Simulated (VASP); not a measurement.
Method: PBE GGA with D3 dispersion (Becke-Johnson damping) with spin-orbit coupling, VASP's PBE PAW potentials (set 64) (plane waves; VASP).

VASP ran on this input.

**KPOINTS**
```
Automatic mesh
0
Gamma
7 7 2
0 0 0
```

POSCAR:
```
Te2Mo
1
    3.4925562139     0.0000000000    -0.0000000000
   -1.7462781069     3.0246428203     0.0000000000
   -0.0000000000    -0.0000000000    13.6696251134
Mo Te
2 4
Direct
  0.3333330000   0.6666670000   0.2500000000
  0.6666670000   0.3333330000   0.7500000000
  0.3333330000   0.6666670000   0.6170133163
  0.6666670000   0.3333330000   0.1170133163
  0.3333330000   0.6666670000   0.8829866837
  0.6666670000   0.3333330000   0.3829866837
```

### INCAR
```
NELM  =  100   ! most electronic steps
LCHARG  =  F
LASPH  =  T   ! aspherical one-centre terms
LWAVE  =  F
LSORBIT  =  T
GGA  =  PE
EDIFF  =  1E-6
SIGMA  =  0.05
IVDW  =  12
LMAXMIX  =  4
SYSTEM  =  Te2Mo
ISMEAR  =  0   ! Gaussian
LREAL  =  F   ! projection in real space or not
ALGO  =  Normal
MAGMOM  =  18*0
GGA_COMPAT  =  F
PREC  =  Accurate
ENCUT  =  400
```

### KPOINTS_OPT
```
k-points along high-symmetry lines
5
Line-mode
Reciprocal
  0.000000   0.000000   0.000000 ! GAMMA
  0.500000   0.000000   0.000000 ! M

  0.500000   0.000000   0.000000 ! M
  0.333333   0.333333   0.000000 ! K

  0.333333   0.333333   0.000000 ! K
  0.000000   0.000000   0.000000 ! GAMMA

  0.000000   0.000000   0.000000 ! GAMMA
  0.000000   0.000000   0.500000 ! A

  0.000000   0.000000   0.500000 ! A
  0.500000   0.000000   0.500000 ! L

  0.500000   0.000000   0.500000 ! L
  0.333333   0.333333   0.500000 ! H

  0.333333   0.333333   0.500000 ! H
  0.000000   0.000000   0.500000 ! A

  0.500000   0.000000   0.500000 ! L
  0.500000   0.000000   0.000000 ! M

  0.333333   0.333333   0.500000 ! H
  0.333333   0.333333   0.000000 ! K
```

POTCAR, in this order: Mo_sv Te (PBE.64 set). Program: vasp_ncl.

What VASP printed:

**OUTCAR**
```
 ion  position               nearest neighbor table
   1  0.333  0.667  0.250-   4 2.71   6 2.71   4 2.71   6 2.71   4 2.71   6 2.71
   2  0.667  0.333  0.750-   3 2.71   5 2.71   3 2.71   5 2.71   3 2.71   5 2.71
   3  0.333  0.667  0.617-   2 2.71   2 2.71   2 2.71   5 3.64
   4  0.667  0.333  0.117-   1 2.71   1 2.71   1 2.71   6 3.64
   5  0.333  0.667  0.883-   2 2.71   2 2.71   2 2.71   3 3.64
   6  0.667  0.333  0.383-   1 2.71   1 2.71   1 2.71   4 3.64
  LATTYP: Found a hexagonal cell.
 ALAT       =     3.4925562139
 C/A-ratio  =     3.9139313088
 Subroutine PRICEL returns:
 Original cell was already a primitive cell.
 Subroutine GETGRP returns: Found 24 space group operations
The static configuration has the point symmetry D_3d.
 The point group associated with its full space group is D_6h.
The dynamic configuration has the point symmetry D_3d.
The overall configuration has the point symmetry D_3d.
 Subroutine INISYM returns: Found 24 space group operations
 Subroutine IBZKPT returns following result:
 Found     16 irreducible k-points:

 Following reciprocal coordinates:
            Coordinates               Weight
  0.000000  0.000000  0.000000      1.000000
  0.142857  0.000000  0.000000      6.000000
  0.285714  0.000000  0.000000      6.000000
  0.428571  0.000000  0.000000      6.000000
  0.142857  0.142857  0.000000      6.000000
  0.285714  0.142857  0.000000     12.000000
  0.428571  0.142857  0.000000      6.000000
  0.285714  0.285714  0.000000      6.000000
  0.000000  0.000000  0.500000      1.000000
  0.142857  0.000000  0.500000      6.000000
  0.285714  0.000000  0.500000      6.000000
  0.428571  0.000000  0.500000      6.000000
  0.142857  0.142857  0.500000      6.000000
  0.285714  0.142857  0.500000     12.000000
  0.428571  0.142857  0.500000      6.000000
  0.285714  0.285714  0.500000      6.000000
   k-points           NKPTS =     16   k-points in BZ     NKDIM =     16   number of bands    NBANDS=     62
...
```

File OSZICAR:
```
       N       E                     dE             d eps       ncg     rms          rms(c)
DAV:   1     0.372788096661E+03    0.37279E+03   -0.23873E+04  2400   0.123E+03
DAV:   2    -0.105858424663E+02   -0.38337E+03   -0.37347E+03  2482   0.321E+02
DAV:   3    -0.367413806495E+02   -0.26156E+02   -0.25660E+02  2406   0.702E+01
DAV:   4    -0.377078575562E+02   -0.96648E+00   -0.96017E+00  2568   0.124E+01
DAV:   5    -0.377357088095E+02   -0.27851E-01   -0.27810E-01  2616   0.223E+00    0.230E+01
DAV:   6    -0.369425399866E+02    0.79317E+00   -0.77441E+00  2444   0.144E+01    0.991E+00
DAV:   7    -0.368133589800E+02    0.12918E+00   -0.62432E+00  2360   0.108E+01    0.655E+00
DAV:   8    -0.364907933117E+02    0.32257E+00   -0.14068E+00  2450   0.570E+00    0.415E+00
DAV:   9    -0.364914228300E+02   -0.62952E-03   -0.12723E-01  2420   0.163E+00    0.126E+00
DAV:  10    -0.364904931412E+02    0.92969E-03   -0.45724E-03  2416   0.393E-01    0.831E-01
DAV:  11    -0.364901838545E+02    0.30929E-03   -0.19298E-03  2634   0.269E-01    0.387E-01
DAV:  12    -0.364901716957E+02    0.12159E-04   -0.93585E-04  2538   0.143E-01    0.156E-01
DAV:  13    -0.364901418274E+02    0.29868E-04   -0.83587E-05  2508   0.486E-02    0.159E-01
DAV:  14    -0.364901329517E+02    0.88757E-05   -0.11504E-04  2270   0.445E-02    0.169E-02
DAV:  15    -0.364901254632E+02    0.74884E-05   -0.18839E-05  2236   0.209E-02    0.820E-03
DAV:  16    -0.364901253244E+02    0.13880E-06   -0.27111E-06  2146   0.653E-03
   1 F= -.39828922E+02 E0= -.39828922E+02  d E =-.133931E-21  mag=    -0.0000     0.0000    -0.0000
       N       E                     dE             ncg
       N       E                     dE             ncg
       N       E                     dE             ncg
```

### OUTCAR
```
------------------------ aborting loop because EDIFF is reached ----------------------------------------
 Edisp (eV)   -3.33880
  FORCE on cell =-STRESS in cart. coord.  units (eV):
  Direction    XX          YY          ZZ          XY          YZ          ZX
  --------------------------------------------------------------------------------------
  Total       0.10699     0.10699     0.10932     0.00000     0.00000    -0.00000
  in kB       1.18709     1.18709     1.21295     0.00000     0.00000    -0.00000
  external pressure =        1.20 kB  Pullay stress =        0.00 kB
  volume of cell :      144.40
      direct lattice vectors                 reciprocal lattice vectors
     3.492556214  0.000000000  0.000000000     0.286323237  0.165308775  0.000000000
    -1.746278107  3.024642820  0.000000000     0.000000000  0.330617550  0.000000000
     0.000000000  0.000000000 13.669625113     0.000000000  0.000000000  0.073154896
 POSITION                                       TOTAL-FORCE (eV/Angst)
 -----------------------------------------------------------------------------------
     -0.00000      2.01643      3.41741        -0.000000      0.000000      0.000000
      1.74628      1.00821     10.25222         0.000000     -0.000000      0.000000
     -0.00000      2.01643      8.43434         0.000000     -0.000000     -0.034962
      1.74628      1.00821      1.59953        -0.000000      0.000000     -0.034962
     -0.00000      2.01643     12.07010         0.000000     -0.000000      0.034962
      1.74628      1.00821      5.23528        -0.000000     -0.000000      0.034962
 -----------------------------------------------------------------------------------
    total drift:                                0.002167     -0.001251      0.001084
  FREE ENERGIE OF THE ION-ELECTRON SYSTEM (eV)
  ---------------------------------------------------
  free  energy   TOTEN  =       -39.8289220602 eV

  energy  without entropy=      -39.8289220602  energy(sigma->0) =      -39.82892206

 Ion:    1  E_soc:     -0.2049732

 Ion:    2  E_soc:     -0.2049732

 Ion:    3  E_soc:     -0.2009086

 Ion:    4  E_soc:     -0.2009086

 Ion:    5  E_soc:     -0.2009086

 Ion:    6  E_soc:     -0.2009086
```
(Selected blocks of OUTCAR.)

The path is coarsely sampled, so an indirect gap can come out somewhat too large.

The structure comes from a measured Te2Mo entry (P6_3/mmc) of the Crystallography Open Database, whose conditions weren't checked. It was relaxed first.
